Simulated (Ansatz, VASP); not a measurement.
## RhN in VASP and in Ansatz

```
Rh N
1.0
     2.66640    0.00000    0.00000
     0.00000    2.66640    0.00000
     0.00000    0.00000    2.66640
Rh N
1 1
Cartesian
  0.0000 0.0000 0.0000
  1.3332 1.3332 1.3332
```

The cell comes from a database or a generator and needn't be the stable form of this composition.

Alike in both runs: task relaxation of cell and atoms; functional PBE; k mesh 10 × 10 × 10; occupations fermi-dirac, width 0.05 eV; no spin polarisation.

|  | VASP | Ansatz |
| --- | --- | --- |
| version | VASP 6.6.1 | Ansatz 0.2.0 |
| potentials or method | VASP PAW PBE potentials, release 64 (Rh_pv, N) | Ansatz PAW |
| plane-wave cutoff (eV) | 600 | 420 |
| valence electrons in the cell | 20 | 22 |

|  | VASP | Ansatz | Ansatz less VASP |
| --- | --- | --- | --- |
| gap on the k mesh at the Fermi level, each at its own relaxed structure (eV) | none | none | - |
| relaxed volume (Å³/atom) | 9.95 | 9.95 | 0.000 |
| relaxed cell length with the largest relative difference (Å) | 2.710 | 2.710 | 0.0000 |
| energy change over the relaxation (meV/atom) | -19 | -20 | -0.8 |

A gap of «none» marks a metal or a gap that the smearing closes. The two sets of potentials don't hold the same shells in valence.

Caveats: the plane-wave basis is chosen anew once the cell has moved, so the energies of steps on either side of that aren't comparable (Ansatz); the pressure holds a Pulay correction of +0.4 GPa for the finite cutoff (Ansatz).
